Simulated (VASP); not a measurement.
Given:

```xyz
2
Lattice="0.0000 2.4900 2.4900 2.4900 0.0000 2.4900 2.4900 2.4900 0.0000" Properties=species:S:1:pos:R:3 pbc="T T T"
Gd     0.0000     0.0000     0.0000
N      2.4900     2.4900     2.4900
```

Level of theory: PBE GGA, VASP's PBE PAW potentials (set 64) (plane waves; VASP). Settings: 600 eV cut-off, 12×12×12 Γ-centred mesh, first-order Methfessel-Paxton smearing of 0.10 eV, potentials Gd_3 N.

The 4f electrons are frozen in the core of the lanthanide potential, so 4f levels, which can set the real gap, and their magnetism are missing.

Q: The ions, cell shape and volume at an external pressure of 2.0 GPa are relaxed. What does this cell relax into?

A: 
```xyz
2
Lattice="0.0000 2.4796 2.4796 2.4796 0.0000 2.4796 2.4796 2.4796 0.0000" Properties=species:S:1:pos:R:3 pbc="T T T"
Gd     0.0000     0.0000     0.0000
N      2.4796     2.4796     2.4796
```
Space group Fm-3m (225), at a tolerance of 0.03 Å.

Q: How do energy and volume change from the first to the last step?

A: The energy (σ→0) changes by +1.2 meV/atom and the volume by -1.3 %, in 3 ionic steps.

| step | E(σ→0) (eV) | max force (eV/Å) | pressure (GPa) | volume (Å³) |
|---|---|---|---|---|
| 1 | -16.1667 | 0.000 | 0.04 | 30.88 |
| 2 | -16.1554 | 0.000 | 4.44 | 30.04 |
| 3 | -16.1644 | 0.000 | 1.99 | 30.49 |

The compound is GdN in the rock salt structure. This run relaxes it under an external pressure of 2 GPa. Symmetry was kept, so distortions that lower it aren't found.
